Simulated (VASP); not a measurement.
The input files of a VASP run:

File KPOINTS:
```
kpoints
0
gamma
9 9 8
0 0 0
```

### INCAR
```
SYSTEM = WC
PREC = Accurate
ENCUT = 400
EDIFF = 1E-6
NELM = 100
ALGO = Normal
LREAL = .FALSE.
LASPH = .TRUE.
ISMEAR = -1
SIGMA = 0.1
GGA = PE
LMAXMIX = 6
LWAVE = .FALSE.
LCHARG = .FALSE.
ISIF = 2
```

POSCAR:
```
WC
1
    2.7873740000     0.0000000000     0.0000000000
   -1.3936860000     2.4139360000     0.0000000000
    0.0000000000     0.0000000000     2.7136420000
W C
1 1
Direct
  0.0000000000   0.0000000000   0.0000000000
  0.6666670000   0.3333330000   0.5000000000
```

POTCAR, in this order: W_sv C (PBE.64 set). Program: vasp_std.

Question: Write an equivalent input for Quantum ESPRESSO's pw.x.

Answer: One equivalent input (not run):
```
&CONTROL
  calculation = 'scf'
  pseudo_dir = './pseudo'
  outdir = './out'
  tprnfor = .true.
  tstress = .true.
/
&SYSTEM
  ibrav = 0
  nat = 2
  ntyp = 2
  ecutwfc = 82
  occupations = 'smearing'
  smearing = 'fermi-dirac'
  degauss = 0.00735
  input_dft = 'pbe'
/
&ELECTRONS
  conv_thr = 7.3e-08
  electron_maxstep = 100
/
ATOMIC_SPECIES
  W 183.840 W.upf
  C 12.011 C.upf
CELL_PARAMETERS angstrom
     2.7873740    0.0000000    0.0000000
    -1.3936860    2.4139360    0.0000000
     0.0000000    0.0000000    2.7136420
ATOMIC_POSITIONS crystal
  W    0.0000000  0.0000000  0.0000000
  C    0.6666670  0.3333330  0.5000000
K_POINTS automatic
  9 9 8 0 0 0
```
Limits of the translation: the potentials are each code's own (VASP's PAW set, PseudoDojo norm-conserving files in pw.x), so ENCUT and ecutwfc are chosen apart and not converted; conv_thr bounds pw.x's estimated SCF error, while EDIFF bounds the energy change between steps.

The structure comes from a computed database's WC entry; how it stands against other phases isn't given here. The cell was not relaxed at this level, and its volume differs by -5.9 % from the start's.
